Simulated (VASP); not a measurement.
```
CELL_PARAMETERS angstrom
      0.00000     2.72500     2.72500
      2.72500     0.00000     2.72500
      2.72500     2.72500     0.00000
ATOMIC_POSITIONS crystal
  Ga 0.00000 0.00000 0.00000
  P  0.25000 0.25000 0.25000
```

These are G0W0 on PBE orbitals, VASP's PBE PAW potentials (set 64) (plane waves; VASP) values and carry that method's errors. Settings: PREC = Normal, 500 eV cut-off, 4×4×4 Γ-centred mesh, Gaussian smearing of 0.010 eV, potentials Ga_d_GW P_GW.

The mesh is coarse and the basis finite, so the quasiparticle values are not converged.

NBANDS = 160, ENCUTGW = 200 eV, NOMEGA = 64. The PBE levels (eV) that the step starts from are:

```csv
state,KS energy,filling
"k1 (0.00, 0.00, 0.00), band 6",-8.09,2
"k1 (0.00, 0.00, 0.00), band 7",4.41,2
"k1 (0.00, 0.00, 0.00), band 8",4.41,2
"k1 (0.00, 0.00, 0.00), band 9",4.41,2
"k1 (0.00, 0.00, 0.00), band 10",6.22,0
"k1 (0.00, 0.00, 0.00), band 11",8.26,0
"k1 (0.00, 0.00, 0.00), band 12",8.26,0
"k1 (0.00, 0.00, 0.00), band 13",8.26,0
"k4 (0.25, 0.25, 0.00), band 6",-7.06,2
"k4 (0.25, 0.25, 0.00), band 7",0.72,2
"k4 (0.25, 0.25, 0.00), band 8",2.72,2
"k4 (0.25, 0.25, 0.00), band 9",2.72,2
"k4 (0.25, 0.25, 0.00), band 10",6.57,0
"k4 (0.25, 0.25, 0.00), band 11",8.11,0
"k4 (0.25, 0.25, 0.00), band 12",11.13,0
"k4 (0.25, 0.25, 0.00), band 13",11.13,0
"k5 (0.50, 0.25, 0.00), band 6",-5.70,2
"k5 (0.50, 0.25, 0.00), band 7",-1.74,2
"k5 (0.50, 0.25, 0.00), band 8",1.16,2
"k5 (0.50, 0.25, 0.00), band 9",2.37,2
"k5 (0.50, 0.25, 0.00), band 10",6.85,0
"k5 (0.50, 0.25, 0.00), band 11",9.32,0
"k5 (0.50, 0.25, 0.00), band 12",10.98,0
"k5 (0.50, 0.25, 0.00), band 13",11.44,0
```

Q: Give the quasiparticle energies and renormalisation factors Z.

A: 
```json
[
 {"state": "k1 (0.00, 0.00, 0.00), band 6", "QP energy (eV)": "-8.63", "Z": "0.65"},
 {"state": "k1 (0.00, 0.00, 0.00), band 7", "QP energy (eV)": "3.81", "Z": "0.76"},
 {"state": "k1 (0.00, 0.00, 0.00), band 8", "QP energy (eV)": "3.81", "Z": "0.76"},
 {"state": "k1 (0.00, 0.00, 0.00), band 9", "QP energy (eV)": "3.81", "Z": "0.76"},
 {"state": "k1 (0.00, 0.00, 0.00), band 10", "QP energy (eV)": "6.52", "Z": "0.77"},
 {"state": "k1 (0.00, 0.00, 0.00), band 11", "QP energy (eV)": "8.42", "Z": "0.77"},
 {"state": "k1 (0.00, 0.00, 0.00), band 12", "QP energy (eV)": "8.42", "Z": "0.77"},
 {"state": "k1 (0.00, 0.00, 0.00), band 13", "QP energy (eV)": "8.42", "Z": "0.77"},
 {"state": "k4 (0.25, 0.25, 0.00), band 6", "QP energy (eV)": "-7.61", "Z": "0.66"},
 {"state": "k4 (0.25, 0.25, 0.00), band 7", "QP energy (eV)": "0.15", "Z": "0.73"},
 {"state": "k4 (0.25, 0.25, 0.00), band 8", "QP energy (eV)": "2.06", "Z": "0.75"},
 {"state": "k4 (0.25, 0.25, 0.00), band 9", "QP energy (eV)": "2.06", "Z": "0.75"},
 {"state": "k4 (0.25, 0.25, 0.00), band 10", "QP energy (eV)": "6.64", "Z": "0.78"},
 {"state": "k4 (0.25, 0.25, 0.00), band 11", "QP energy (eV)": "8.21", "Z": "0.76"},
 {"state": "k4 (0.25, 0.25, 0.00), band 12", "QP energy (eV)": "11.32", "Z": "0.74"},
 {"state": "k4 (0.25, 0.25, 0.00), band 13", "QP energy (eV)": "11.32", "Z": "0.74"},
 {"state": "k5 (0.50, 0.25, 0.00), band 6", "QP energy (eV)": "-6.28", "Z": "0.69"},
 {"state": "k5 (0.50, 0.25, 0.00), band 7", "QP energy (eV)": "-2.34", "Z": "0.71"},
 {"state": "k5 (0.50, 0.25, 0.00), band 8", "QP energy (eV)": "0.49", "Z": "0.74"},
 {"state": "k5 (0.50, 0.25, 0.00), band 9", "QP energy (eV)": "1.69", "Z": "0.75"},
 {"state": "k5 (0.50, 0.25, 0.00), band 10", "QP energy (eV)": "6.90", "Z": "0.77"},
 {"state": "k5 (0.50, 0.25, 0.00), band 11", "QP energy (eV)": "9.49", "Z": "0.75"},
 {"state": "k5 (0.50, 0.25, 0.00), band 12", "QP energy (eV)": "11.05", "Z": "0.75"},
 {"state": "k5 (0.50, 0.25, 0.00), band 13", "QP energy (eV)": "11.61", "Z": "0.74"}
]
```
On the mesh the gap opens from 1.63 to 2.13 eV.

The compound is GaP in the zinc blende structure. The cell was not relaxed at this level. The k-mesh is coarse (spacing up to 0.50 per Å, 2π included), so the numbers may not be converged in it.
